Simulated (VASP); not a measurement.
```yaml
crystal:
  lattice:
    - [0.00000, 2.98714, 2.98714]
    - [2.98714, 0.00000, 2.98714]
    - [2.98714, 2.98714, 0.00000]
  atoms:
    - { symbol: Cu, position: [0.00000, 0.00000, 0.00000] }
    - { symbol: I, position: [0.25000, 0.25000, 0.25000] }
```

Level of theory: PBE GGA with D3 dispersion (Becke-Johnson damping), VASP's PBE PAW potentials (set 64) (plane waves; VASP). Numerical set-up: 520 eV cut-off, Gaussian smearing of 0.050 eV, potentials Cu I.

Unless said otherwise, spin-orbit coupling is left out, though it shifts the bands of the heavy elements here.

Q: Give the energies of bands 2 to 12 at the high-symmetry points, in eV from the valence-band maximum.

A: 
```json
[
 {"band": "2", "Γ": "-3.84", "X": "-5.84", "U": "-5.51", "L": "-5.86", "W": "-5.33"},
 {"band": "3", "Γ": "-3.84", "X": "-3.93", "U": "-4.62", "L": "-3.81", "W": "-4.77"},
 {"band": "4", "Γ": "-3.84", "X": "-3.93", "U": "-3.87", "L": "-3.81", "W": "-4.03"},
 {"band": "5", "Γ": "-2.04", "X": "-2.07", "U": "-2.18", "L": "-2.01", "W": "-2.11"},
 {"band": "6", "Γ": "-2.04", "X": "-1.97", "U": "-2.01", "L": "-2.01", "W": "-2.10"},
 {"band": "7", "Γ": "0.00", "X": "-1.95", "U": "-1.89", "L": "-1.96", "W": "-1.95"},
 {"band": "8", "Γ": "0.00", "X": "-1.66", "U": "-1.67", "L": "-0.78", "W": "-1.77"},
 {"band": "9", "Γ": "0.00", "X": "-1.66", "U": "-1.38", "L": "-0.78", "W": "-1.40"},
 {"band": "10", "Γ": "1.26", "X": "2.62", "U": "3.06", "L": "2.20", "W": "4.64"},
 {"band": "11", "Γ": "4.82", "X": "2.88", "U": "4.69", "L": "5.38", "W": "4.66"},
 {"band": "12", "Γ": "4.82", "X": "9.51", "U": "7.64", "L": "5.38", "W": "6.06"}
]
```

The gap is direct, 1.27 eV, from the valence maximum at Γ to the conduction minimum at Γ.

Measured: gap 3.12 eV (computed value off by -1.85 eV), as given by Abedi et al., (2022), arXiv:2211.14644.

The compound is CuI in the zinc blende structure. It was relaxed first.
